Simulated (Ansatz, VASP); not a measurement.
**La3Zr in VASP and in Ansatz**

```
CELL_PARAMETERS angstrom
5.17216 0.00000 0.00000
0.00000 5.17216 0.00000
0.00000 0.00000 5.17216
ATOMIC_POSITIONS crystal
La 0.50000 0.50000 0.00000
La 0.50000 0.00000 0.50000
La 0.00000 0.50000 0.50000
Zr 0.00000 0.00000 0.00000
```

Change from the starting cell: volume scaled by 1.06.

Alike in both runs: task single point; functional PBE; k mesh 5 × 5 × 5; occupations fermi-dirac, width 0.05 eV; no spin polarisation.

|  | VASP | Ansatz |
| --- | --- | --- |
| version | VASP 6.6.1 | Ansatz 0.2.0 |
| potentials or method | VASP PAW PBE potentials, release 64 (La, Zr_sv) | Ansatz PAW |
| plane-wave cutoff (eV) | 520 | 420 |
| valence electrons in the cell | 45 | 45 |

|  | VASP | Ansatz | Ansatz less VASP |
| --- | --- | --- | --- |
| gap on the k mesh at the Fermi level (eV) | none | none | - |
| pressure (GPa) | -2.1 | -2.1 | -0.04 |

A gap of «none» marks a metal or a gap that the smearing closes. With one functional, cell and mesh, what is left measures potentials, basis and numerics.

Spin-orbit coupling is left out, which matters for the levels of La.
